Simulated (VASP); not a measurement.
# Band gap of Tellurium: cutoff, mesh and cell, part 2 of 2

How far does the LDA gap of Tellurium depend on cutoff, mesh and cell? The starting structure is a measured crystal structure from the Crystallography Open Database. Cell and atoms stay as given unless a step says otherwise.

VASP 6.6.1.

Results so far: reference 0.101 eV; cell and atoms relaxed by LDA no gap to read; no band path 0.113 eV.

The database entry behind the starting cell differs from later determinations by our own check (inner coordinate of an old entry), so it need not match the best structure at ambient conditions.

### 5. Bands with a cutoff of 500 eV (continued)

Level of this step: LDA; plane waves and PAW (Te) (VASP).

Parts of OUTCAR (step 5):

```text
  Total       -1.1581019     -1.1581019     -1.1454796      0.0000000      0.0000000     -0.0000000
  in kB      -18.2310319    -18.2310319    -18.0323288      0.0000000      0.0000000     -0.0000000
  external PRESSURE =     -18.1647975 kB  Pullay stress =       0.0000000 kB

 POSITION                                       TOTAL-FORCE (eV/Angst)
 -----------------------------------------------------------------------------------
      1.62794      2.81967      0.00000        -0.037636     -0.065187      0.000000
     -0.59906      1.03761      3.94933        -0.037636      0.065187      0.000000
      1.19813      0.00000      1.97467         0.075272      0.000000     -0.000000
 -----------------------------------------------------------------------------------
    total drift:                               -0.000000     -0.000000      0.000000

  FREE ENERGIE OF THE ION-ELECTRON SYSTEM (eV)
  ---------------------------------------------------
  free  energy   TOTEN  =       -11.3427993009 eV

  energy  without entropy=      -11.3427804817  energy(sigma->0) =      -11.34278989

[... 1 part as in an earlier step ...]

[... 2 further parts left out ...]
[key lines of the parts left out:]
E-fermi :   5.8648
```

With a cutoff of 500 eV the gap is 0.101 eV, +0.000 eV from the reference.

### 6. Bands with an 8×8×6 mesh

Against step 2 the input has an 8×8×6 mesh.

Input file INCAR:

```
SYSTEM = Te
PREC = Accurate
ENCUT = 350
EDIFF = 1E-06
NELM = 100
ISMEAR = 0
SIGMA = 0.03
LREAL = .FALSE.
ALGO = Normal
GGA = CA
NBANDS = 22
LORBIT = 11
LWAVE = .FALSE.
LCHARG = .FALSE.
KPAR = 4
```

Input file POSCAR:

```
Te
1.0
    4.4540000000      0.0000000000      0.0000000000
   -2.2270000000      3.8572771485      0.0000000000
    0.0000000000      0.0000000000      5.9240000000
Te
3
Direct
    0.7310000000      0.7310000000      0.0000000000
    0.0000000000      0.2690000000      0.6666666667
    0.2690000000      0.0000000000      0.3333333333
```

Input file KPOINTS:

```
Automatic mesh
0
Gamma
8 8 6
0 0 0
```

Input file KPOINTS_OPT:

```
Line mode
10
Line-mode
Reciprocal
  0.00000000   0.00000000   0.00000000 GAMMA
  0.50000000   0.00000000   0.00000000 M

  0.50000000   0.00000000   0.00000000 M
  0.33333333   0.33333333   0.00000000 K

  0.33333333   0.33333333   0.00000000 K
  0.00000000   0.00000000   0.00000000 GAMMA

  0.00000000   0.00000000   0.00000000 GAMMA
  0.00000000   0.00000000   0.50000000 A

  0.00000000   0.00000000   0.50000000 A
  0.50000000   0.00000000   0.50000000 L

  0.50000000   0.00000000   0.50000000 L
  0.33333333   0.33333333   0.50000000 H

  0.33333333   0.33333333   0.50000000 H
  0.00000000   0.00000000   0.50000000 A

  0.50000000   0.00000000   0.50000000 L
  0.50000000   0.00000000   0.00000000 M

  0.33333333   0.33333333   0.00000000 K
  0.33333333   0.33333333   0.50000000 H
```

The projector-augmented-wave data sets are Te (LDA family, release 64).

On the command line:

```bash
mpirun -np 4 vasp_std
```

Log:

```text
[... set-up lines as in an earlier step ...]
 entering main loop
       N       E                     dE             d eps       ncg     rms          rms(c)
DAV:   1     0.532719453372E+02    0.53272E+02   -0.48827E+03  2200   0.474E+02
DAV:   2    -0.778372420628E+01   -0.61056E+02   -0.57924E+02  2842   0.985E+01
DAV:   3    -0.113315359424E+02   -0.35478E+01   -0.35199E+01  2766   0.244E+01
DAV:   4    -0.113992245838E+02   -0.67689E-01   -0.67680E-01  2820   0.392E+00
[...]
DAV:   9    -0.113488541528E+02   -0.16828E-04   -0.20131E-04  2688   0.696E-02    0.712E-02
DAV:  10    -0.113488513808E+02    0.27721E-05   -0.16512E-05  2652   0.181E-02    0.117E-02
DAV:  11    -0.113488511890E+02    0.19171E-06   -0.12404E-06  1924   0.567E-03
   1 F= -.11348851E+02 E0= -.11348851E+02  d E =-.287064E-16
 Start KPOINTS_OPT (optional k-point list driver)
k-point batch [1-50\90]
       N       E                     dE             ncg
DAV:   1     0.357463538199E+04   -0.94290E+04     2200
DAV:   2     0.422227853579E+03   -0.31524E+04     2864
DAV:   3     0.225322193906E+03   -0.19691E+03     2686
DAV:   4     0.221621153827E+03   -0.37010E+01     2754
DAV:   5     0.221559579618E+03   -0.61574E-01     2822
DAV:   6     0.221557310141E+03   -0.22695E-02     2948
DAV:   7     0.221557284742E+03   -0.25399E-04     2608
DAV:   8     0.221557283618E+03   -0.11243E-05     1852
DAV:   9     0.221557283586E+03   -0.31635E-07     1712
k-point batch [51-90\90]
       N       E                     dE             ncg
DAV:   1     0.594310019270E+04   -0.13910E+05     1760
DAV:   2     0.351979509029E+04   -0.24233E+04     2346
DAV:   3     0.337900457701E+04   -0.14079E+03     2230
DAV:   4     0.337622661489E+04   -0.27780E+01     2316
DAV:   5     0.337618537741E+04   -0.41237E-01     2266
DAV:   6     0.337618352520E+04   -0.18522E-02     2426
DAV:   7     0.337618350840E+04   -0.16792E-04     2068
DAV:   8     0.337618350765E+04   -0.75789E-06     1520
```

The job ended after 42 s (4 MPI ranks of AMD EPYC 7R43, shared host; peak memory 0.72 GiB; 2.7 min of CPU time).

OUTCAR, selected parts (step 6):

```text
  Total       -1.2036945     -1.2036945     -1.1296308     -0.0000000      0.0000000     -0.0000000
  in kB      -18.9487576    -18.9487576    -17.7828349     -0.0000000      0.0000000     -0.0000000
  external PRESSURE =     -18.5601167 kB  Pullay stress =       0.0000000 kB

 POSITION                                       TOTAL-FORCE (eV/Angst)
 -----------------------------------------------------------------------------------
      1.62794      2.81967      0.00000        -0.042973     -0.074432      0.000000
     -0.59906      1.03761      3.94933        -0.042973      0.074432     -0.000000
      1.19813      0.00000      1.97467         0.085947     -0.000000     -0.000000
 -----------------------------------------------------------------------------------
    total drift:                                0.000000     -0.000000      0.000000

  FREE ENERGIE OF THE ION-ELECTRON SYSTEM (eV)
  ---------------------------------------------------
  free  energy   TOTEN  =       -11.3488511890 eV

  energy  without entropy=      -11.3488511890  energy(sigma->0) =      -11.34885119

[... 1 part as in an earlier step ...]

[... 2 further parts left out ...]
[key lines of the parts left out:]
E-fermi :   5.9480
```

With an 8×8×6 mesh the gap is 0.103 eV, +0.002 eV from the reference.

### 7. The runs compared

```tsv
run	gap (eV)	change (eV)	core minutes
reference	0.101	-	2.33
cell and atoms relaxed by LDA	none	-	2.67
no band path	0.113	0.012	0.707
a cutoff of 500 eV	0.101	0.0	3.73
an 8×8×6 mesh	0.103	0.002	2.8
```

Core minutes are wall time times ranks of the run shown, on a shared host.

### 8. Summary of results

* reference gap: 0.101 eV
* gap with cell and atoms relaxed by LDA: none to read from the occupations
* gap with no band path: 0.113 eV
* gap with a cutoff of 500 eV: 0.101 eV
* gap with an 8×8×6 mesh: 0.103 eV

Among the runs that read a gap along the path, none moves it by more than 0.005 eV. On finer settings it changes by +0.000 eV with a cutoff of 500 eV and +0.002 eV with an 8×8×6 mesh. With cell and atoms relaxed by LDA there is no gap to read, since by its occupations the run counts as a metal (its levels may still leave one). Read on the mesh alone, without a band path, the gap comes out +0.012 eV from the reference: such a gap is an upper bound, and here at least one band edge lies off the mesh points. The functional's own error isn't tested here. Further runs on this material are not shown.

[Lines on the potential files, build, host, timing and source positions are cut from VASP's logs without a mark.]

[Logs are printed without paths, hosts, clocks, repeated set-up lines and the standing remarks that a program may print on its own settings, such as how far it seeks lower states.]

[Hosts, paths, dates, database ids (printed as entryN), source tags and the programs' standing remarks are cut or masked in the printed files.]
